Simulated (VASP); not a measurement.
Set up this calculation in VASP 6.6.1, as the native input.

| Quantity | Value |
| --- | --- |
| Task | single point |
| Functional | HSE06 |
| Potentials or basis | VASP PAW PBE potentials, release 64 (B, As) |
| Cutoff | 520 eV |
| k mesh | 6 × 6 × 6 |
| Occupations | gaussian, width 0.02 eV |
| Spin | no spin polarisation |
| Grid for exact exchange (PRECFOCK) | Fast |
| Screening parameter | 0.2 1/A |
| Further INCAR settings | ALGO = Normal; EDIFF = 1e-07 |

Crystal: BAs.

```
B As
1.0
     0.00000    2.45485    2.45485
     2.45485    0.00000    2.45485
     2.45485    2.45485    0.00000
B As
1 1
Direct
  0.00000 0.00000 0.00000
  0.25000 0.25000 0.25000
```

The cell isn't the ideal one: a relaxed cell with its volume scaled by 1.09.

The input as run:

POSCAR

```
BAs                                     
1.0
    0.0000000000      2.4548479870      2.4548479870
    2.4548479870      0.0000000000      2.4548479870
    2.4548479870      2.4548479870      0.0000000000
  B               As            
     1     1
Direct
     0.0000000000000000    0.0000000000000000    0.0000000000000000
     0.2500000000000000    0.2500000000000000    0.2500000000000000
```

INCAR.step1

```
SYSTEM = BAs
  ALGO = Normal
  EDIFF = 1E-5
  ENCUT = 520
  GGA = PE
  ISIF = 2
  ISMEAR = 0
  KPAR = 4
  LASPH = .TRUE.
  LREAL = .FALSE.
  LWAVE = .TRUE.
  NELM = 60
  PREC = Accurate
  SIGMA = 0.02
```

INCAR.step2

```
SYSTEM = BAs
  ALGO = Normal
  EDIFF = 1E-7
  ENCUT = 520
  GGA = PE
  HFSCREEN = 0.2
  ISIF = 2
  ISMEAR = 0
  ISTART = 1
  KPAR = 4
  LASPH = .TRUE.
  LCHARG = .FALSE.
  LHFCALC = .TRUE.
  LREAL = .FALSE.
  LWAVE = .FALSE.
  NELM = 60
  PREC = Accurate
  PRECFOCK = Fast
  SIGMA = 0.02
```

KPOINTS

```
k-points
0
G
  6 6 6
  0 0 0
```

Potentials or basis: VASP PAW PBE potentials, release 64 (B, As).

Run with:

```sh
$ cat potpaw_PBE.64/B/POTCAR potpaw_PBE.64/As/POTCAR > POTCAR
$ cp INCAR.step1 INCAR
$ mpirun -np 4 vasp_std > vasp.out
$ cp INCAR.step2 INCAR
$ mpirun -np 4 vasp_std > vasp.out
```

It gave:

```
Pressure               : -10.7 GPa
Band gap on the k mesh : 2.02 eV, indirect (least direct gap 4.03 eV)
```

Caveat: the PAW data sets were made with another functional, which shifts forces and pressure a little.

It took 86 s on 4 MPI ranks on AMD EPYC 7R13 Processor (Zen 3) (shared host), peak memory 0.22 GiB a rank.
